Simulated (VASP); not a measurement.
A run of VASP 6.6.1 is set up as follows.

The input INCAR:

```
ALGO = Fast
CSHIFT = 0.1
EDIFF = 1E-7
ENCUT = 520
GGA = PE
ISIF = 2
ISMEAR = 0
IVDW = 12
LASPH = T
LCHARG = F
LOPTICS = T
LREAL = F
LWAVE = F
NBANDS = 40
NEDOS = 2000
NELM = 60
PREC = Accurate
SIGMA = 0.02
```

File KPOINTS:

```
k-points
0
Gamma
  21 21 8
```

The input POSCAR:

```
BN
1.0
    2.4982400000      0.0000000000      0.0000000000
   -1.2491200000      2.1635393000      0.0000000000
    0.0000000000      0.0000000000      6.6357000000
B N
2 2
Direct
    0.3333333300      0.6666666700      0.2500000000
    0.6666666700      0.3333333300      0.7500000000
    0.3333333300      0.6666666700      0.7500000000
    0.6666666700      0.3333333300      0.2500000000
```

Potentials or basis: VASP PAW PBE potentials, release 64 (B, N).

Launch:

```bash
$ cat potpaw_PBE.64/B/POTCAR potpaw_PBE.64/N/POTCAR > POTCAR
$ mpirun -np 1 vasp_std > vasp.out
```

(1) What does it give for the dispersion energy per atom?

(2) Predict the band gap on the k mesh.

(3) Predict the pressure.

Results:

(1) -0.142 eV.

(2) 4.27 eV, indirect (least direct gap 4.66 eV).

(3) 2.4 GPa.

Caveat: an odd mesh through Γ misses points on the zone boundary, where band edges often lie.
